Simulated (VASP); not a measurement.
```yaml
crystal:
  lattice:
    - [2.03674, -3.52773, 0.00000]
    - [2.03674, 3.52773, 0.00000]
    - [0.00000, 0.00000, 5.20600]
  atoms:
    - { symbol: Te, position: [0.33333, 0.66667, 0.26254] }
    - { symbol: Te, position: [0.66667, 0.33333, 0.73746] }
    - { symbol: Pt, position: [0.00000, 0.00000, 0.00000] }
```

The numbers are results of optB86b-vdW, VASP's PBE PAW potentials (set 64) (plane waves; VASP), not measurements. Run with 520 eV cut-off, 8×8×6 Γ-centred mesh, first-order Methfessel-Paxton smearing of 0.10 eV, potentials Te Pt.

Unless said otherwise, spin-orbit coupling is left out, though it shifts the bands of the heavy elements here.

### Question
Predict the energy per atom (σ→0), band gap (on the k-mesh) with the smallest direct gap where there is one.

### Answer

```
Property                                                    Result
------------------------  ----------------------------------------
band gap (on the k-mesh)  none (metal, semimetal or under 0.01 eV)
energy per atom (σ→0)                               -2.540 eV/atom
```

Only differences to runs with the same potentials and settings are physical.

The compound is PtTe2 in the 1T layered structure. It was relaxed first. The start is the result of an earlier pass.
